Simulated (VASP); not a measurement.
Level of theory: PBE GGA, VASP's PBE PAW potentials (set 64) (plane waves; VASP).

VASP input:

INCAR:
```
! general
SYSTEM  = Re
PREC    = Accurate
ENCUT   = 400   ! plane-wave cut-off (eV)
LREAL   = .FALSE.   ! projection in real space or not
LASPH   = .TRUE.   ! aspherical one-centre terms
NELECT  = 14.02

! electronic loop
EDIFF   = 1E-6   ! SCF stop (eV)
NELM    = 100   ! most electronic steps
ALGO    = Normal   ! blocked Davidson
LMAXMIX = 6   ! l cut-off of mixed one-centre charges

! smearing
ISMEAR  = 0
SIGMA   = 0.05

! functional
GGA     = PE

! ions
ISIF    = 2   ! forces and stress, cell fixed

! output
LWAVE   = .FALSE.
LCHARG  = .FALSE.
```

File POSCAR:
```
Re
1
    1.3584130000    -2.4583340000     0.0000000000
    1.3584130000     2.4583340000     0.0000000000
    0.0000000000     0.0000000000     4.3408590000
Re
2
Direct
  0.3333330000   0.6666670000   0.2500000000
  0.6858190000   0.3524850000   0.7500000000
```

**KPOINTS**
```
Automatic mesh
0
G
14 14 8
0 0 0
```

POTCAR, in this order: Re (PBE.64 set). Program: vasp_std.

Output

**OSZICAR**
```
       N       E                     dE             d eps       ncg     rms          rms(c)
DAV:   1     0.189048212977E+02    0.18905E+02   -0.62001E+03 21097   0.142E+03
DAV:   2    -0.217144172702E+02   -0.40619E+02   -0.35144E+02 18769   0.331E+02
DAV:   3    -0.256999650539E+02   -0.39855E+01   -0.33389E+01 19465   0.158E+02
DAV:   4    -0.259146776528E+02   -0.21471E+00   -0.18678E+00 19726   0.180E+01
DAV:   5    -0.259246264251E+02   -0.99488E-02   -0.84567E-02 19453   0.238E+00    0.442E+01
DAV:   6    -0.249465972385E+02    0.97803E+00   -0.90266E-01 20476   0.294E+01    0.187E+01
DAV:   7    -0.245989678539E+02    0.34763E+00   -0.69739E-01 21336   0.247E+01    0.572E-01
DAV:   8    -0.245877791640E+02    0.11189E-01   -0.81479E-03 20740   0.884E-01    0.157E-01
DAV:   9    -0.245869921624E+02    0.78700E-03   -0.61131E-04 21531   0.271E-01    0.383E-02
DAV:  10    -0.245870090196E+02   -0.16857E-04   -0.45552E-05 18035   0.618E-02    0.567E-03
DAV:  11    -0.245870093445E+02   -0.32493E-06   -0.21317E-07  9944   0.182E-02
   1 F= -.24587009E+02 E0= -.24585550E+02  d E =-.291774E-02
```

### OUTCAR
```
------------------------ aborting loop because EDIFF is reached ----------------------------------------
  FORCE on cell =-STRESS in cart. coord.  units (eV):
  Direction    XX          YY          ZZ          XY          YZ          ZX
  --------------------------------------------------------------------------------------
  Total        3.1532225      0.2492142      4.2528972     -0.2930312      0.0000000      0.0000000
  in kB      174.2556236     13.7722543    235.0266339    -16.1936996      0.0000000      0.0000000
  external PRESSURE =     141.0181706 kB  Pullay stress =       0.0000000 kB
  volume of cell :       28.99
      direct lattice vectors                 reciprocal lattice vectors
     1.358413000 -2.458334000  0.000000000     0.368076572 -0.203389775  0.000000000
     1.358413000  2.458334000  0.000000000     0.368076572  0.203389775  0.000000000
     0.000000000  0.000000000  4.340859000     0.000000000  0.000000000  0.230369150
 POSITION                                       TOTAL-FORCE (eV/Angst)
 -----------------------------------------------------------------------------------
      1.35841      0.81945      1.08521         0.214838     -0.201558      0.000000
      1.41045     -0.81945      3.25564        -0.214838      0.201558     -0.000000
 -----------------------------------------------------------------------------------
    total drift:                               -0.000001      0.000000      0.000000
  FREE ENERGIE OF THE ION-ELECTRON SYSTEM (eV)
  ---------------------------------------------------
  free  energy   TOTEN  =       -24.5870093445 eV

  energy  without entropy=      -24.5840916000  energy(sigma->0) =      -24.58555047
```
(Selected blocks of OUTCAR.)

The cell is charged, with a uniform compensating background.

The compound is Re in the hcp structure. The cell was not relaxed at this level, atoms are displaced from their ideal sites. The run is one of a series of settings (ISMEAR = 0, NELECT = 14.02, SIGMA = 0.05 against the base run), some of them coarse on purpose.
